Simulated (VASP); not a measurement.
These are vdW-DF-cx, VASP's PBE PAW potentials (set 64) (plane waves; VASP 6.6.1) values and carry that method's errors.

A VASP calculation is set up with these files.

### KPOINTS
```
Automatic mesh
0
Gamma
  13 13 9
0 0 0
```

POSCAR:
```
TiAl
1.0
  2.8622727037   0.0000000000   0.0000000000
  0.0000000000   2.8622727037   0.0000000000
  0.0000000000   0.0000000000   4.1187668822
Ti Al
1 1
Cart
  0.0000000000   0.0000000000   0.0000000000
  1.4311363518   1.4311363518   2.0593834411
```

### INCAR
```
! general
SYSTEM   = TiAl
PREC     = Accurate
ENCUT    = 520
LREAL    = F
LASPH    = T

! electronic loop
EDIFF    = 1E-7
NELM     = 100
ALGO     = Normal
LMAXMIX  = 4

! smearing
ISMEAR   = 1
SIGMA    = 0.1

! functional
GGA      = CX
LUSE_VDW = T
AGGAC    = 0.0

! ions
IBRION   = 2
NSW      = 30
ISIF     = 4
EDIFFG   = -0.01

! output
LWAVE    = F
LCHARG   = F
```

POTCAR, in this order: Ti_sv Al (PBE.64 set). Program: vasp_std.

The run wrote:

**OSZICAR**
```
       N       E                     dE             d eps       ncg     rms          rms(c)
DAV:   1     0.936562231408E+02    0.93656E+02   -0.74829E+03  3080   0.137E+03
DAV:   2    -0.417071871426E+01   -0.97827E+02   -0.95285E+02  3119   0.333E+02
DAV:   3    -0.100018208362E+02   -0.58311E+01   -0.55565E+01  4953   0.786E+01
DAV:   4    -0.102077228402E+02   -0.20590E+00   -0.20262E+00  3988   0.127E+01
DAV:   5    -0.102162330744E+02   -0.85102E-02   -0.85039E-02  4470   0.237E+00    0.952E+00
DAV:   6    -0.877613181259E+01    0.14401E+01   -0.13552E+01  3900   0.391E+01    0.354E+00
DAV:   7    -0.859738739265E+01    0.17874E+00   -0.14662E+00  3636   0.126E+01    0.183E+00
DAV:   8    -0.858415897376E+01    0.13228E-01   -0.17568E-01  3511   0.475E+00    0.548E-01
DAV:   9    -0.858145925490E+01    0.26997E-02   -0.33779E-02  3654   0.245E+00    0.219E-01
DAV:  10    -0.858146108903E+01   -0.18341E-05   -0.18863E-03  3811   0.506E-01    0.511E-02
DAV:  11    -0.858144343823E+01    0.17651E-04   -0.47453E-04  4157   0.232E-01    0.419E-02
DAV:  12    -0.858144717916E+01   -0.37409E-05   -0.21700E-05  3653   0.493E-02    0.153E-02
DAV:  13    -0.858144684397E+01    0.33519E-06   -0.17313E-06  4301   0.141E-02    0.813E-03
DAV:  14    -0.858144694109E+01   -0.97122E-07   -0.63482E-07  3516   0.106E-02
   1 F= -.85814469E+01 E0= -.85813446E+01  d E =-.858145E+01
       N       E                     dE             d eps       ncg     rms          rms(c)
DAV:   1    -0.858154447449E+01   -0.97631E-04   -0.33656E-03  3188   0.970E-01    0.611E-02
DAV:   2    -0.858148805218E+01    0.56422E-04   -0.18749E-04  3171   0.148E-01    0.292E-02
DAV:   3    -0.858147341650E+01    0.14636E-04   -0.27662E-05  3858   0.687E-02    0.986E-03
DAV:   4    -0.858147192636E+01    0.14901E-05   -0.49270E-06  3847   0.247E-02    0.244E-03
DAV:   5    -0.858147175424E+01    0.17212E-06   -0.60902E-07  3464   0.780E-03    0.668E-04
DAV:   6    -0.858147172891E+01    0.25337E-07   -0.28091E-08  1750   0.192E-03
   2 F= -.85814717E+01 E0= -.85813607E+01  d E =-.247878E-04
```

OUTCAR:
```
------------------------ aborting loop because EDIFF is reached ----------------------------------------
  FORCE on cell =-STRESS in cart. coord.  units (eV):
  Direction    XX          YY          ZZ          XY          YZ          ZX
  --------------------------------------------------------------------------------------
  Total       -1.3123231     -1.3123231     -1.2876755      0.0000000      0.0000000      0.0000000
  in kB      -62.3106280    -62.3106280    -61.1403299      0.0000000      0.0000000      0.0000000
  external PRESSURE =     -61.9205286 kB  Pullay stress =       0.0000000 kB
  volume of cell :       33.74
      direct lattice vectors                 reciprocal lattice vectors
     2.861237429  0.000000000  0.000000000     0.349499133  0.000000000  0.000000000
     0.000000000  2.861237429  0.000000000     0.000000000  0.349499133  0.000000000
     0.000000000  0.000000000  4.121747988     0.000000000  0.000000000  0.242615512
 POSITION                                       TOTAL-FORCE (eV/Angst)
 -----------------------------------------------------------------------------------
      0.00000      0.00000      0.00000         0.000000      0.000000      0.000000
      1.43062      1.43062      2.06087         0.000000      0.000000      0.000000
 -----------------------------------------------------------------------------------
    total drift:                               -0.000000      0.000000      0.000000
  FREE ENERGIE OF THE ION-ELECTRON SYSTEM (eV)
  ---------------------------------------------------
  free  energy   TOTEN  =        -8.5814717289 eV

  energy  without entropy=       -8.5811387693  energy(sigma->0) =       -8.58136074

 reached required accuracy - stopping structural energy minimisation
```
(Selected blocks of OUTCAR.)

CONTCAR:
```
TiAl
   1.00000000000000
     2.8612374293262977    0.0000000000000000    0.0000000000000000
     0.0000000000000000    2.8612374293262977    0.0000000000000000
     0.0000000000000000    0.0000000000000000    4.1217479876382557
  Ti              Al
     1     1
Direct
     0.0000000000000000    0.0000000000000000    0.0000000000000000
     0.5000000000000000    0.5000000000000000    0.5000000000000000
```

The compound is TiAl in the L1_0 structure. This cell is one point of a volume scan, at 1.06 of the reference volume. Symmetry was kept, so distortions that lower it aren't found. The electron count is odd and the run is not spin-polarised, which forces a metal.
